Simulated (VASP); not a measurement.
## TcSe2: single point with PBE+U

Crystal: TcSe2.

```xyz
3
Lattice="0.0000 3.1457 3.1457 3.1457 0.0000 3.1457 3.1457 3.1457 0.0000" Properties=species:S:1:pos:R:3 pbc="T T T"
Tc    0.0000    0.0000    0.0000
Se    1.5729    1.5729    1.5729
Se    4.7186    4.7186    4.7186
```

The cell comes from a database or a generator and needn't be the stable form of this composition.

| Item | Value |
| --- | --- |
| Program | VASP 6.6.1 |
| Task | single point |
| Functional | PBE |
| Potentials or basis | VASP PAW PBE potentials, release 64 (Tc_pv, Se) |
| Cutoff | 520 eV |
| k mesh | 5 × 5 × 5 |
| Occupations | gaussian, width 0.05 eV |
| Spin | collinear spin, ferromagnetic start |
| Starting moments | [0.5, 0.0, 0.0] μB |
| Hubbard terms | Tc d U = 8 eV |

```yaml
Pressure: 16.5 GPa
Band_gap_on_the_k_mesh: none (metal or under the smearing width)
Net_moment: 3.19 μB per cell
Site_moments: Tc +4.14; Se -0.38 μB
Valence_electrons_inside_the_program's_atomic_spheres: Tc 11.60; Se 3.85
```

Levels at points of the mesh, in eV from the Fermi level:
Spin up:
```
           k point  band 11  band 12  band 13  band 14  band 15  band 16  band 17  band 18
(0.00, 0.00, 0.00)    -0.35    -0.35    -0.35    -0.35    -0.35    -0.35     3.84     3.92
```
Spin down:
| k point | band 9 | band 10 | band 11 | band 12 | band 13 | band 14 |
| --- | --- | --- | --- | --- | --- | --- |
| (0.00, 0.00, 0.00) | -0.71 | -0.71 | -0.71 | 2.08 | 2.08 | 4.40 |

Eigenvalues of the final occupation matrices:
```
    site  spin  trace               eigenvalues
site 1 d     1   4.54  0.90 0.90 0.90 0.93 0.93
site 1 d     2   0.49  0.02 0.02 0.15 0.15 0.15
```

Wall time 98 s on 1 thread of AMD EPYC 7R43 64-Core Processor (Zen 3), on a shared host, peak memory 0.21 GiB.

The state reached can hang on the start; a lower one may exist.
